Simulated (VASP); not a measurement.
Output of a VASP run:

File OUTCAR:
```
 ion  position               nearest neighbor table
   1  0.000  0.000  0.000-   3 2.67   4 2.67   5 2.67   3 2.67   4 2.67   4 2.67   5 2.67   4 2.67
                             3 2.67   5 2.67   3 2.67   5 2.67   2 3.26   2 3.26   2 3.26   2 3.26
   2  0.500  0.500  0.500-   3 1.88   4 1.88   5 1.88   5 1.88   3 1.88   4 1.88   1 3.26   1 3.26
                             1 3.26   1 3.26   1 3.26   1 3.26   1 3.26   1 3.26
   3  0.500  0.000  0.500-   2 1.88   2 1.88   1 2.67   1 2.67   1 2.67   1 2.67
   4  0.000  0.500  0.500-   2 1.88   2 1.88   1 2.67   1 2.67   1 2.67   1 2.67
   5  0.500  0.500  0.000-   2 1.88   2 1.88   1 2.67   1 2.67   1 2.67   1 2.67
  LATTYP: Found a simple cubic cell.
 ALAT       =     3.7695477943
 Subroutine PRICEL returns:
 Original cell was already a primitive cell.
 Subroutine GETGRP returns: Found 48 space group operations
The static configuration has the point symmetry O_h .
The dynamic configuration has the point symmetry O_h .
 Subroutine INISYM returns: Found 48 space group operations
 Subroutine IBZKPT returns following result:
 Found     20 irreducible k-points:

 Following reciprocal coordinates:
            Coordinates               Weight
  0.000000  0.000000  0.000000      1.000000
  0.166667  0.000000  0.000000      6.000000
  0.333333  0.000000  0.000000      6.000000
  0.500000  0.000000  0.000000      3.000000
  0.166667  0.166667  0.000000     12.000000
  0.333333  0.166667  0.000000     24.000000
  0.500000  0.166667  0.000000     12.000000
  0.333333  0.333333  0.000000     12.000000
  0.500000  0.333333  0.000000     12.000000
  0.500000  0.500000  0.000000      3.000000
  0.166667  0.166667  0.166667      8.000000
  0.333333  0.166667  0.166667     24.000000
  0.500000  0.166667  0.166667     12.000000
  0.333333  0.333333  0.166667     24.000000
  0.500000  0.333333  0.166667     24.000000
  0.500000  0.500000  0.166667      6.000000
  0.333333  0.333333  0.333333      8.000000
  0.500000  0.333333  0.333333     12.000000
  0.500000  0.500000  0.333333      6.000000
  0.500000  0.500000  0.500000      1.000000
   k-points           NKPTS =     20   k-points in BZ     NKDIM =     20   number of bands    NBANDS=     25
   number of dos      NEDOS =    301   number of ions     NIONS =      5
   total plane-waves  NPLWV =  32768
   dimension x,y,z NGX =    32 NGY =   32 NGZ =   32
   dimension x,y,z NGXF=    64 NGYF=   64 NGZF=   64
   ions per type =               1   1   3
   PREC   = accura    normal or accurate (medium, high low for compatibility)
   ISTART =      0    job   : 0-new  1-cont  2-samecut
   ICHARG =      2    charge: 1-file 2-atom 10-const
   ISPIN  =      1    spin polarized calculation?
   LNONCOLLINEAR =      F non collinear calculations
   LSORBIT =      F    spin-orbit coupling
   INIWAV =      1    electr: 0-lowe 1-rand  2-diag
   ENCUT  =  620.0 eV  45.57 Ry    6.75 a.u.   7.65  7.65  7.65*2*pi/ulx,y,z
   NELM   =    100;   NELMIN=  2; NELMDL= -5     # of ELM steps
   EDIFF  = 0.1E-05   stopping-criterion for ELM
   LREAL  =      F    real-space projection
   NLSPLINE    = F    spline interpolate recip. space projectors
   LMAXMIX     =    4 max onsite mixed and CHGCAR
   VOSKOWN=      0    Vosko Wilk Nusair interpolation
   EDIFFG = -.2E-01   stopping-criterion for IOM
   NSW    =     40    number of steps for IOM
   NBLOCK =      1;   KBLOCK =     40    inner block; outer block
   IBRION =      2    ionic relax: 0-MD 1-quasi-New 2-CG
   NFREE  =      1    steps in history (QN), initial steepest desc. (CG)
   ISIF   =      3    stress and relaxation
   ISYM   =      2    0-nonsym 1-usesym 2-fastsym
   TEIN   =    0.0    initial temperature
   TEBEG  =    0.0;   TEEND  =   0.0 temperature during run
   SMASS  =  -3.00    Nose mass-parameter (am)
   PSTRESS=  300.0 pullay stress
   NELECT =      42.0000    total number of electrons
   EFERMI =   0.00;   METHOD = LEGACY
   ISMEAR =     0;   SIGMA  =   0.05  broadening in eV -4-tet -1-fermi 0-gaus
   IALGO  =     38    algorithm
   LDIAG  =      T    sub-space diagonalisation (order eigenvalues)
   IMIX   =      4    mixing-type and parameters
     AMIX     =   0.40;   BMIX     =  1.00
     AMIX_MAG =   1.60;   BMIX_MAG =  1.00
...
```

OSZICAR:
```
       N       E                     dE             d eps       ncg     rms          rms(c)
DAV:   1     0.512854842326E+03    0.51285E+03   -0.25828E+04  1008   0.243E+03
DAV:   2     0.168272803300E+02   -0.49603E+03   -0.48527E+03  1200   0.566E+02
DAV:   3    -0.211670172984E+02   -0.37994E+02   -0.37834E+02  1210   0.166E+02
DAV:   4    -0.220360919525E+02   -0.86907E+00   -0.86831E+00  1602   0.226E+01
DAV:   5    -0.220432267006E+02   -0.71347E-02   -0.71325E-02  1239   0.192E+00    0.175E+01
DAV:   6    -0.202855241922E+02    0.17577E+01   -0.61917E+00  1480   0.359E+01    0.119E+01
DAV:   7    -0.203224760104E+02   -0.36952E-01   -0.11989E+00  1054   0.823E+00    0.661E+00
DAV:   8    -0.203290031885E+02   -0.65272E-02   -0.38717E-01  1363   0.138E+01    0.126E+00
DAV:   9    -0.203153062921E+02    0.13697E-01   -0.45436E-02  1519   0.496E+00    0.759E-01
DAV:  10    -0.203081138410E+02    0.71925E-02   -0.94367E-02  1453   0.818E+00    0.304E-01
DAV:  11    -0.203077399223E+02    0.37392E-03   -0.17049E-02  1463   0.181E+00    0.117E-01
DAV:  12    -0.203078765840E+02   -0.13666E-03   -0.66996E-04  1191   0.280E-01    0.127E-01
DAV:  13    -0.203079187874E+02   -0.42203E-04   -0.28382E-03  1414   0.579E-01    0.120E-01
DAV:  14    -0.203077512841E+02    0.16750E-03   -0.39314E-04  1504   0.261E-01    0.570E-02
DAV:  15    -0.203077398755E+02    0.11409E-04   -0.16336E-05  1350   0.108E-01    0.491E-02
DAV:  16    -0.203077206002E+02    0.19275E-04   -0.21886E-05  1334   0.946E-02    0.328E-02
DAV:  17    -0.203077110191E+02    0.95810E-05   -0.17750E-05  1448   0.476E-02    0.172E-02
DAV:  18    -0.203077091384E+02    0.18807E-05   -0.21483E-06   752   0.155E-02    0.117E-02
DAV:  19    -0.203077080286E+02    0.11098E-05   -0.25984E-06   996   0.121E-02    0.581E-03
DAV:  20    -0.203077076653E+02    0.36328E-06   -0.10195E-06   633   0.119E-02
   1 F= -.10278227E+02 E0= -.10278227E+02  d E =-.102782E+02
```

### OUTCAR
```
------------------------ aborting loop because EDIFF is reached ----------------------------------------
  FORCE on cell =-STRESS in cart. coord.  units (eV):
  Direction    XX          YY          ZZ          XY          YZ          ZX
  --------------------------------------------------------------------------------------
  Total       10.0421242     10.0421242     10.0421242     -0.0000000     -0.0000000      0.0000000
  in kB      300.3781977    300.3781977    300.3781977     -0.0000000     -0.0000000      0.0000000
  external PRESSURE =       0.3781977 kB  Pullay stress =     300.0000000 kB
  volume of cell :       53.56
      direct lattice vectors                 reciprocal lattice vectors
     3.769547794  0.000000000  0.000000000     0.265283810  0.000000000  0.000000000
     0.000000000  3.769547794  0.000000000     0.000000000  0.265283810  0.000000000
     0.000000000  0.000000000  3.769547794     0.000000000  0.000000000  0.265283810
 POSITION                                       TOTAL-FORCE (eV/Angst)
 -----------------------------------------------------------------------------------
      0.00000      0.00000      0.00000         0.000000      0.000000      0.000000
      1.88477      1.88477      1.88477         0.000000      0.000000      0.000000
      1.88477      0.00000      1.88477         0.000000      0.000000      0.000000
      0.00000      1.88477      1.88477         0.000000      0.000000      0.000000
      1.88477      1.88477      0.00000         0.000000      0.000000      0.000000
 -----------------------------------------------------------------------------------
    total drift:                                0.000000     -0.000000     -0.000000
  FREE ENERGIE OF THE ION-ELECTRON SYSTEM (eV)
  ---------------------------------------------------
  free  energy   TOTEN  =       -20.3077076653 eV

  energy  without entropy=      -20.3077076653  energy(sigma->0) =      -20.30770767
  enthalpy is  TOTEN    =       -10.2782272489 eV   P V=       10.0294804164

 reached required accuracy - stopping structural energy minimisation
```
(Selected blocks of OUTCAR.)

### POSCAR
```
KZnF3
1
    3.7695477943    -0.0000000000     0.0000000000
    0.0000000000     3.7695477943    -0.0000000000
    0.0000000000     0.0000000000     3.7695477943
K Zn F
1 1 3
Direct
  0.0000000000   0.0000000000   0.0000000000
  0.5000000000   0.5000000000   0.5000000000
  0.5000000000   0.0000000000   0.5000000000
  0.0000000000   0.5000000000   0.5000000000
  0.5000000000   0.5000000000   0.0000000000
```

### Question
Write an INCAR and KPOINTS that could have produced this output.

### Answer
This is not unique; one that fits is the input of the run itself, PBEsol GGA, plane waves, VASP's PBE PAW potentials (set 64).

### INCAR
```
SYSTEM = KZnF3
PREC = Accurate
ENCUT = 620
EDIFF = 1E-6
NELM = 100
ALGO = Normal
LREAL = .FALSE.
LASPH = .TRUE.
ISMEAR = 0
SIGMA = 0.05
GGA = PS
LMAXMIX = 4
LWAVE = .FALSE.
LCHARG = .FALSE.
IBRION = 2
ISIF = 3
NSW = 40
EDIFFG = -0.02
PSTRESS = 300
```

KPOINTS:
```
Automatic mesh
0
Gamma
6 6 6
0 0 0
```

POTCAR, in this order: K_sv Zn F (PBE.64 set). Program: vasp_std.

The compound is KZnF3 in the cubic perovskite structure. It was relaxed first under an external pressure of 30 GPa.
